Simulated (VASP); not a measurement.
**Lattice constant a of diamond and zinc-blende semiconductors: measurement against PBEsol**

Computed values from VASP (plane waves, PAW); cells keep the symmetry of their structure type. Static lattice, each level at its own minimum.

Here x stands for PBEsol a and y for measured a.

```
solid  PBEsol a (Å)  measured a (Å)  cut-off (eV)  basis of the measured value
-----  ------------  --------------  ------------  ---------------------------
C             3.557           3.553           520    0 K, zero-point corrected
SiC           4.359           4.346           520    0 K, zero-point corrected
Si            5.436           5.421           520    0 K, zero-point corrected
GaP           5.438           5.439           520    0 K, zero-point corrected
GaAs          5.663           5.640           520    0 K, zero-point corrected
InSb          6.521               ?           520    0 K, zero-point corrected
```

The 5 complete rows are fitted with a straight line, y against x. With u = x - 4.9, the rows have u = -1.3430, -0.5410, 0.5360, 0.5380, 0.7630. Means: u -0.0094000, y 4.8798. About the means, the sum of products is 3.2416 and the sum of squares of u is 3.2548; the slope is their ratio. Least squares gives y = 4.8892 + 0.99596·u. Residuals (row less fit): 0.0014, -0.0044, -0.0020, 0.0140, -0.0091; standard error 0.0101 (degrees of freedom: 3). The slope is 0.996 with a standard error of 0.0056. Before the fit, PBEsol less measured has mean 0.0108, mean absolute 0.0112 and median absolute 0.0130 Å over these 5 rows.

**Question.** What does the fit predict for y at x = 6.521, and how far is the measured value from it?

**Answer.** u = 1.6210, so y = 4.8892 + 0.99596 × 1.6210 = 6.5037 Å. The measured value is 6.468 Å, 0.0357 Å below the prediction (1.2 % of the range of y in the table). The row lies outside the fitted rows, so this is an extrapolation. From the scatter of the fitted rows alone, a prediction at this place has a standard error of 0.0143 Å, so the miss is 2.5 times that.

Plain PBEsol misses this row by 0.053 Å. The rows are a random draw of 6 from the 13 solids that have both values on this basis (zero-point corrected by the source), of 27 computed in this series. Not drawn: V to Ni and open 4f shells, rows kept for tests, unfit runs, cells that left their space group, values derived or compiled from fits, values whose temperature is given only as extrapolated, encyclopaedia, home-page and unnamed sources, sources from 2025 on. Measured values as quoted by these papers, many of them computational: C Daniel Mejia-Rodriguez et al., Physical Review B (2018), arXiv:1807.09216; SiC Daniel Mejia-Rodriguez et al., Physical Review B (2018), arXiv:1807.09216; Si Daniel Mejia-Rodriguez et al., Physical Review B (2018), arXiv:1807.09216; GaP Daniel Mejia-Rodriguez et al., Physical Review B (2018), arXiv:1807.09216; GaAs Daniel Mejia-Rodriguez et al., Physical Review B (2018), arXiv:1807.09216; InSb Daniel Mejia-Rodriguez et al., Physical Review B (2018), arXiv:1807.09216.
